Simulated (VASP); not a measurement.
Consider the following.

```yaml
crystal:
  lattice:
    - [0.00000, 3.02910, 3.02910]
    - [3.02910, 0.00000, 3.02910]
    - [3.02910, 3.02910, 0.00000]
  atoms:
    - { symbol: In, position: [0.00000, 0.00000, 0.00000] }
    - { symbol: P, position: [0.25000, 0.25000, 0.25000] }
```

The numbers are results of revPBE GGA, VASP's PBE PAW potentials (set 64) (plane waves; VASP), not measurements. Run with 520 eV cut-off, 8×8×8 Γ-centred mesh, Gaussian smearing of 0.050 eV, potentials In_d P.

Unless said otherwise, spin-orbit coupling is left out, though it shifts the bands of the heavy elements here.

### Question
Predict the energy per atom (σ→0), pressure, band gap (on the k-mesh) with the smallest direct gap where there is one.

### Answer

The band gap (on the k-mesh) is 0.27 eV, the smallest direct gap (on the k-mesh) is 0.27 eV and the energy per atom (σ→0) comes out as -3.917 eV/atom. The pressure comes out as -1.52 GPa.

Total energies compare only between runs with the same potentials, cut-off and functional.

The compound is InP in the zinc blende structure. This cell is one point of a volume scan, at 1.03 of the reference volume.
